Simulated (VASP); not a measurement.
Method: optB88-vdW, VASP's PBE PAW potentials (set 64) (plane waves; VASP 6.6.1).

The input files of a VASP run:

### POSCAR
```
WS2
1.0
  3.1456914421   0.0000000000   0.0000000000
 -1.5728457211   2.7242486795   0.0000000000
  0.0000000000   0.0000000000  12.3155605606
W S
2 4
Cartesian
  1.5728472939   0.9080819851   9.2366704205
 -0.0000015729   1.8161666944   3.0788901401
  1.5728472939   0.9080819851   4.6485901483
 -0.0000015729   1.8161666944  10.8063704286
 -0.0000015729   1.8161666944   7.6669704123
  1.5728472939   0.9080819851   1.5091901320
```

KPOINTS:
```
kpoints
0
gamma
 7 7 2
0 0 0
```

INCAR:
```
SYSTEM=WS2
PREC=Accurate; ENCUT=480; LREAL=.FALSE.
LASPH=.TRUE.
EDIFF=1E-6; NELM=100; ALGO=Normal
LMAXMIX=6
ISMEAR=0; SIGMA=0.05
GGA=BO; LUSE_VDW=.TRUE.; AGGAC=0.0
PARAM1=0.1833333333; PARAM2=0.22
IBRION=2; NSW=60; ISIF=3
EDIFFG=-0.02
LWAVE=.FALSE.; LCHARG=.FALSE.
```

POTCAR, in this order: W_sv S (PBE.64 set). Program: vasp_std.

The run wrote:

### OUTCAR
```
 ion  position               nearest neighbor table
   1  0.667  0.333  0.750-   4 2.40   5 2.40   4 2.40   5 2.40   4 2.40   5 2.40
   2  0.333  0.667  0.250-   3 2.40   6 2.40   3 2.40   6 2.40   3 2.40   6 2.40
   3  0.667  0.333  0.377-   2 2.40   2 2.40   2 2.40
   4  0.333  0.667  0.877-   1 2.40   1 2.40   1 2.40
   5  0.333  0.667  0.623-   1 2.40   1 2.40   1 2.40
   6  0.667  0.333  0.123-   2 2.40   2 2.40   2 2.40
  LATTYP: Found a hexagonal cell.
 ALAT       =     3.1456914421
 C/A-ratio  =     3.9150567649
 Subroutine PRICEL returns:
 Original cell was already a primitive cell.
 Subroutine GETGRP returns: Found 24 space group operations
The static configuration has the point symmetry D_3d.
 The point group associated with its full space group is D_6h.
The dynamic configuration has the point symmetry D_3d.
 Subroutine INISYM returns: Found 24 space group operations
 Subroutine IBZKPT returns following result:
 Found     16 irreducible k-points:

 Following reciprocal coordinates:
            Coordinates               Weight
  0.000000  0.000000  0.000000      1.000000
  0.142857  0.000000  0.000000      6.000000
  0.285714  0.000000  0.000000      6.000000
  0.428571  0.000000  0.000000      6.000000
  0.142857  0.142857  0.000000      6.000000
  0.285714  0.142857  0.000000     12.000000
  0.428571  0.142857  0.000000      6.000000
  0.285714  0.285714  0.000000      6.000000
  0.000000  0.000000  0.500000      1.000000
  0.142857  0.000000  0.500000      6.000000
  0.285714  0.000000  0.500000      6.000000
  0.428571  0.000000  0.500000      6.000000
  0.142857  0.142857  0.500000      6.000000
  0.285714  0.142857  0.500000     12.000000
  0.428571  0.142857  0.500000      6.000000
  0.285714  0.285714  0.500000      6.000000
   k-points           NKPTS =     16   k-points in BZ     NKDIM =     16   number of bands    NBANDS=     31
   number of dos      NEDOS =    301   number of ions     NIONS =      6
   total plane-waves  NPLWV =  51840
   dimension x,y,z NGX =    24 NGY =   24 NGZ =   90
   dimension x,y,z NGXF=    48 NGYF=   48 NGZF=  180
   ions per type =               2   4
   PREC   = accura    normal or accurate (medium, high low for compatibility)
   ISTART =      0    job   : 0-new  1-cont  2-samecut
   ICHARG =      2    charge: 1-file 2-atom 10-const
   ISPIN  =      1    spin polarized calculation?
   LNONCOLLINEAR =      F non collinear calculations
   LSORBIT =      F    spin-orbit coupling
   INIWAV =      1    electr: 0-lowe 1-rand  2-diag
   ENCUT  =  480.0 eV  35.28 Ry    5.94 a.u.   5.62  5.62 22.00*2*pi/ulx,y,z
   NELM   =    100;   NELMIN=  2; NELMDL= -5     # of ELM steps
   EDIFF  = 0.1E-05   stopping-criterion for ELM
   LREAL  =      F    real-space projection
   NLSPLINE    = F    spline interpolate recip. space projectors
   LMAXMIX     =    6 max onsite mixed and CHGCAR
   VOSKOWN=      0    Vosko Wilk Nusair interpolation
   EDIFFG = -.2E-01   stopping-criterion for IOM
   NSW    =     60    number of steps for IOM
   NBLOCK =      1;   KBLOCK =     60    inner block; outer block
   IBRION =      2    ionic relax: 0-MD 1-quasi-New 2-CG
   NFREE  =      1    steps in history (QN), initial steepest desc. (CG)
   ISIF   =      3    stress and relaxation
   ISYM   =      2    0-nonsym 1-usesym 2-fastsym
   TEIN   =    0.0    initial temperature
   TEBEG  =    0.0;   TEEND  =   0.0 temperature during run
   SMASS  =  -3.00    Nose mass-parameter (am)
   PSTRESS=    0.0 pullay stress
   NELECT =      52.0000    total number of electrons
   EFERMI =   0.00;   METHOD = LEGACY
   ISMEAR =     0;   SIGMA  =   0.05  broadening in eV -4-tet -1-fermi 0-gaus
   IALGO  =     38    algorithm
   LDIAG  =      T    sub-space diagonalisation (order eigenvalues)
   IMIX   =      4    mixing-type and parameters
...
```

### OSZICAR
```
...
DAV:   1    -0.361261948685E+02   -0.17397E+01   -0.39122E+01  1048   0.527E+01    0.152E+01
DAV:   2    -0.349674238271E+02    0.11588E+01   -0.49098E+00  1135   0.156E+01    0.443E+00
DAV:   3    -0.347115195517E+02    0.25590E+00   -0.93963E-01  1174   0.466E+00    0.185E+00
DAV:   4    -0.346766988890E+02    0.34821E-01   -0.14552E-01  1163   0.240E+00    0.128E+00
DAV:   5    -0.346723654123E+02    0.43335E-02   -0.24060E-02  1254   0.101E+00    0.986E-01
DAV:   6    -0.346705317555E+02    0.18337E-02   -0.11089E-02  1363   0.544E-01    0.204E-01
DAV:   7    -0.346701443867E+02    0.38737E-03   -0.34465E-03  1191   0.404E-01    0.893E-02
DAV:   8    -0.346701368789E+02    0.75078E-05   -0.12811E-04  1235   0.826E-02    0.722E-02
DAV:   9    -0.346701352861E+02    0.15927E-05   -0.16069E-05  1107   0.292E-02    0.125E-02
DAV:  10    -0.346701347697E+02    0.51645E-06   -0.37651E-06  1020   0.115E-02
   3 F= -.34670135E+02 E0= -.34670135E+02  d E =-.676435E-01
       N       E                     dE             d eps       ncg     rms          rms(c)
DAV:   1    -0.346703060890E+02   -0.17080E-03   -0.36484E-03  1069   0.525E-01    0.148E-01
DAV:   2    -0.346701996275E+02    0.10646E-03   -0.49884E-04  1172   0.156E-01    0.484E-02
DAV:   3    -0.346701751488E+02    0.24479E-04   -0.11173E-04  1281   0.477E-02    0.184E-02
DAV:   4    -0.346701713469E+02    0.38020E-05   -0.18320E-05  1222   0.274E-02    0.103E-02
DAV:   5    -0.346701717591E+02   -0.41220E-06   -0.23890E-06   852   0.103E-02
   4 F= -.34670172E+02 E0= -.34670172E+02  d E =-.676805E-01
       N       E                     dE             d eps       ncg     rms          rms(c)
DAV:   1    -0.347058013495E+02   -0.35630E-01   -0.11284E+00  1006   0.787E+00    0.129E+00
DAV:   2    -0.346832228662E+02    0.22578E-01   -0.83302E-02  1155   0.172E+00    0.502E-01
DAV:   3    -0.346779724369E+02    0.52504E-02   -0.13496E-02  1166   0.727E-01    0.306E-01
DAV:   4    -0.346771706047E+02    0.80183E-03   -0.10477E-03  1228   0.190E-01    0.213E-01
DAV:   5    -0.346768366418E+02    0.33396E-03   -0.88999E-04  1137   0.163E-01    0.602E-02
DAV:   6    -0.346768368898E+02   -0.24801E-06   -0.57271E-05  1321   0.448E-02    0.455E-02
DAV:   7    -0.346768358879E+02    0.10019E-05   -0.99720E-06  1093   0.182E-02    0.192E-02
DAV:   8    -0.346768362507E+02   -0.36281E-06   -0.10876E-06   762   0.667E-03
   5 F= -.34676836E+02 E0= -.34676836E+02  d E =-.666449E-02
       N       E                     dE             d eps       ncg     rms          rms(c)
DAV:   1    -0.346769443527E+02   -0.10846E-03   -0.32950E-03  1020   0.425E-01    0.705E-02
DAV:   2    -0.346768771124E+02    0.67240E-04   -0.24415E-04  1155   0.925E-02    0.270E-02
DAV:   3    -0.346768619343E+02    0.15178E-04   -0.39574E-05  1208   0.395E-02    0.169E-02
DAV:   4    -0.346768597452E+02    0.21891E-05   -0.28000E-06   878   0.103E-02    0.116E-02
DAV:   5    -0.346768591591E+02    0.58609E-06   -0.33200E-06   815   0.106E-02
   6 F= -.34676859E+02 E0= -.34676859E+02  d E =-.668740E-02
       N       E                     dE             d eps       ncg     rms          rms(c)
DAV:   1    -0.346780336119E+02   -0.11739E-02   -0.45210E-02   992   0.130E+00    0.209E-01
DAV:   2    -0.346774843578E+02    0.54925E-03   -0.51931E-03  1109   0.456E-01    0.140E-01
DAV:   3    -0.346774052408E+02    0.79117E-04   -0.25887E-04  1168   0.895E-02    0.644E-02
DAV:   4    -0.346773606126E+02    0.44628E-04   -0.15135E-04  1149   0.522E-02    0.260E-02
DAV:   5    -0.346773567146E+02    0.38980E-05   -0.15359E-05  1283   0.255E-02    0.175E-02
DAV:   6    -0.346773559306E+02    0.78402E-06   -0.40104E-06  1018   0.110E-02
   7 F= -.34677356E+02 E0= -.34677356E+02  d E =-.496771E-03
       N       E                     dE             d eps       ncg     rms          rms(c)
DAV:   1    -0.346845204284E+02   -0.71637E-02   -0.40610E-01   992   0.389E+00    0.642E-01
DAV:   2    -0.346795881979E+02    0.49322E-02   -0.46792E-02  1109   0.137E+00    0.417E-01
DAV:   3    -0.346788633709E+02    0.72483E-03   -0.23558E-03  1140   0.270E-01    0.193E-01
DAV:   4    -0.346784579603E+02    0.40541E-03   -0.13727E-03  1155   0.157E-01    0.779E-02
DAV:   5    -0.346784277970E+02    0.30163E-04   -0.13696E-04  1254   0.760E-02    0.524E-02
DAV:   6    -0.346784258143E+02    0.19827E-05   -0.35951E-05  1182   0.327E-02    0.174E-02
DAV:   7    -0.346784238149E+02    0.19994E-05   -0.91663E-06  1057   0.160E-02    0.583E-03
DAV:   8    -0.346784236924E+02    0.12246E-06   -0.89242E-07   643   0.622E-03
   8 F= -.34678424E+02 E0= -.34678424E+02  d E =-.156453E-02
       N       E                     dE             d eps       ncg     rms          rms(c)
DAV:   1    -0.347029482527E+02   -0.24524E-01   -0.16209E+00   992   0.776E+00    0.132E+00
DAV:   2    -0.346834046085E+02    0.19544E-01   -0.18728E-01  1109   0.275E+00    0.836E-01
DAV:   3    -0.346805069469E+02    0.28977E-02   -0.95027E-03  1147   0.543E-01    0.394E-01
DAV:   4    -0.346788666710E+02    0.16403E-02   -0.55242E-03  1148   0.313E-01    0.159E-01
DAV:   5    -0.346787497047E+02    0.11697E-03   -0.54877E-04  1275   0.151E-01    0.104E-01
DAV:   6    -0.346787477029E+02    0.20018E-05   -0.14166E-04  1168   0.647E-02    0.357E-02
DAV:   7    -0.346787405142E+02    0.71887E-05   -0.36291E-05  1162   0.322E-02    0.114E-02
DAV:   8    -0.346787399094E+02    0.60483E-06   -0.39458E-06  1085   0.104E-02
   9 F= -.34678740E+02 E0= -.34678740E+02  d E =-.188075E-02
       N       E                     dE             d eps       ncg     rms          rms(c)
DAV:   1    -0.346819199720E+02   -0.31795E-02   -0.20083E-01   992   0.271E+00    0.435E-01
DAV:   2    -0.346794543470E+02    0.24656E-02   -0.22783E-02  1101   0.954E-01    0.289E-01
DAV:   3    -0.346791111059E+02    0.34324E-03   -0.11046E-03  1139   0.187E-01    0.133E-01
DAV:   4    -0.346789142485E+02    0.19686E-03   -0.63439E-04  1121   0.106E-01    0.542E-02
DAV:   5    -0.346788983282E+02    0.15920E-04   -0.76727E-05  1253   0.566E-02    0.371E-02
DAV:   6    -0.346788998572E+02   -0.15290E-05   -0.18222E-05  1065   0.237E-02    0.119E-02
DAV:   7    -0.346788994145E+02    0.44277E-06   -0.41578E-06   961   0.116E-02
  10 F= -.34678899E+02 E0= -.34678899E+02  d E =-.204026E-02
       N       E                     dE             d eps       ncg     rms          rms(c)
DAV:   1    -0.346800335166E+02   -0.11337E-02   -0.26661E-02  1071   0.127E+00    0.266E-01
DAV:   2    -0.346793052133E+02    0.72830E-03   -0.49665E-03  1159   0.467E-01    0.140E-01
DAV:   3    -0.346791739855E+02    0.13123E-03   -0.38975E-04  1150   0.975E-02    0.434E-02
DAV:   4    -0.346791348757E+02    0.39110E-04   -0.12620E-04  1086   0.595E-02    0.278E-02
DAV:   5    -0.346791311228E+02    0.37529E-05   -0.88271E-06  1223   0.209E-02    0.192E-02
DAV:   6    -0.346791284234E+02    0.26994E-05   -0.45865E-06   909   0.117E-02    0.294E-03
DAV:   7    -0.346791281476E+02    0.27578E-06   -0.96574E-07   538   0.598E-03
  11 F= -.34679128E+02 E0= -.34679128E+02  d E =-.228733E-03
       N       E                     dE             d eps       ncg     rms          rms(c)
DAV:   1    -0.346820862318E+02   -0.29578E-02   -0.82560E-02  1071   0.225E+00    0.466E-01
DAV:   2    -0.346798330729E+02    0.22532E-02   -0.15303E-02  1159   0.820E-01    0.244E-01
DAV:   3    -0.346794255517E+02    0.40752E-03   -0.12045E-03  1136   0.171E-01    0.755E-02
DAV:   4    -0.346793058048E+02    0.11975E-03   -0.39188E-04  1107   0.104E-01    0.487E-02
DAV:   5    -0.346792961663E+02    0.96384E-05   -0.27539E-05  1264   0.369E-02    0.337E-02
DAV:   6    -0.346792897072E+02    0.64592E-05   -0.14846E-05  1108   0.208E-02    0.511E-03
DAV:   7    -0.346792891023E+02    0.60485E-06   -0.30706E-06   790   0.106E-02
  12 F= -.34679289E+02 E0= -.34679289E+02  d E =-.389688E-03
```

File OUTCAR:
```
------------------------ aborting loop because EDIFF is reached ----------------------------------------
  FORCE on cell =-STRESS in cart. coord.  units (eV):
  Direction    XX          YY          ZZ          XY          YZ          ZX
  --------------------------------------------------------------------------------------
  Total        0.0238944      0.0238944     -0.0125556     -0.0000000      0.0000000      0.0000000
  in kB        0.3463360      0.3463360     -0.1819869     -0.0000000      0.0000000      0.0000000
  external PRESSURE =       0.1702284 kB  Pullay stress =       0.0000000 kB
  volume of cell :      110.54
      direct lattice vectors                 reciprocal lattice vectors
     3.193572236 -0.000000000 -0.000000000     0.313128975  0.180785099 -0.000000000
    -1.596786118  2.765714663 -0.000000000     0.000000000  0.361570199 -0.000000000
     0.000000000  0.000000000 12.514832334     0.000000000  0.000000000  0.079905186
 POSITION                                       TOTAL-FORCE (eV/Angst)
 -----------------------------------------------------------------------------------
      1.59679      0.92190      9.38612         0.000000     -0.000000     -0.000000
     -0.00000      1.84381      3.12871        -0.000000      0.000000     -0.000000
      1.59679      0.92190      4.70681        -0.000000      0.000000     -0.001970
     -0.00000      1.84381     10.96423         0.000000     -0.000000     -0.001970
     -0.00000      1.84381      7.80802         0.000000      0.000000      0.001970
      1.59679      0.92190      1.55061        -0.000000     -0.000000      0.001970
 -----------------------------------------------------------------------------------
    total drift:                                0.000642     -0.000370      0.000816
  FREE ENERGIE OF THE ION-ELECTRON SYSTEM (eV)
  ---------------------------------------------------
  free  energy   TOTEN  =       -34.6792891023 eV

  energy  without entropy=      -34.6792891023  energy(sigma->0) =      -34.67928910

 reached required accuracy - stopping structural energy minimisation
```
(Selected blocks of OUTCAR.)

### CONTCAR
```
WS2
   1.00000000000000
     3.1935722364169714   -0.0000000000008837   -0.0000000000000000
    -1.5967861182600125    2.7657146627320612   -0.0000000000000000
     0.0000000000000000    0.0000000000000000   12.5148323341052023
  W               S
     2     4
Direct
     0.6666669999999968    0.3333330000000032    0.7500000000000000
     0.3333330000000032    0.6666669999999968    0.2500000000000000
     0.6666669999999968    0.3333330000000032    0.3760984860263261
     0.3333330000000032    0.6666669999999968    0.8760984860263258
     0.3333330000000032    0.6666669999999968    0.6239015139736742
     0.6666669999999968    0.3333330000000032    0.1239015139736740
```

Energy and stress use the plane-wave basis of the starting cell.

The compound is WS2 in the 2H layered structure. This run relaxes it. Symmetry was kept, so distortions that lower it aren't found. The start is the result of an earlier pass.
